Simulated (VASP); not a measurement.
VASP input:

POSCAR:
```
Pd
1
    0.0000000000     1.9450000000     1.9450000000
    1.9450000000     0.0000000000     1.9450000000
    1.9450000000     1.9450000000     0.0000000000
Pd
1
Direct
  0.0000000000   0.0000000000   0.0000000000
```

KPOINTS:
```
Automatic
0
G
  14 14 14
0 0 0
```

INCAR:
```
AGGAC  =  0.0
ALGO  =  Normal
EDIFF  =  1E-6
EDIFFG  =  -0.01
ENCUT  =  520
GGA  =  CX
IBRION  =  2
ISIF  =  3
ISMEAR  =  1
LASPH  =  .True.
LCHARG  =  .False.
LMAXMIX  =  4
LREAL  =  .False.
LUSE_VDW  =  .True.
LWAVE  =  .False.
NELM  =  100
NSW  =  60
PREC  =  Accurate
SIGMA  =  0.1
SYSTEM  =  Pd
```

POTCAR, in this order: Pd (PBE.64 set). Program: vasp_std.

### Question
Translate this vdW-DF-cx calculation to Quantum ESPRESSO's pw.x.

### Answer
One equivalent input (not run):
```
&CONTROL
  calculation = 'vc-relax'
  pseudo_dir = './pseudo'
  outdir = './out'
  tprnfor = .true.
  tstress = .true.
  nstep = 60
  forc_conv_thr = 0.00039
/
&SYSTEM
  ibrav = 0
  nat = 1
  ntyp = 1
  ecutwfc = 82
  occupations = 'smearing'
  smearing = 'methfessel-paxton'
  degauss = 0.00735
  input_dft = 'vdw-df-cx'
/
&ELECTRONS
  conv_thr = 7.3e-08
  electron_maxstep = 100
/
&IONS
/
&CELL
/
ATOMIC_SPECIES
  Pd 106.420 Pd.upf
CELL_PARAMETERS angstrom
     0.0000000    1.9450000    1.9450000
     1.9450000    0.0000000    1.9450000
     1.9450000    1.9450000    0.0000000
ATOMIC_POSITIONS crystal
  Pd   0.0000000  0.0000000  0.0000000
K_POINTS automatic
  14 14 14 0 0 0
```
What does not carry over: the potentials are each code's own (VASP's PAW set, PseudoDojo norm-conserving files in pw.x), so ENCUT and ecutwfc are chosen apart and not converted; conv_thr bounds pw.x's estimated SCF error, while EDIFF bounds the energy change between steps; forc_conv_thr acts on force components and is met together with etot_conv_thr.

The compound is Pd in the fcc structure. This run relaxes it. Symmetry was kept, so distortions that lower it aren't found.
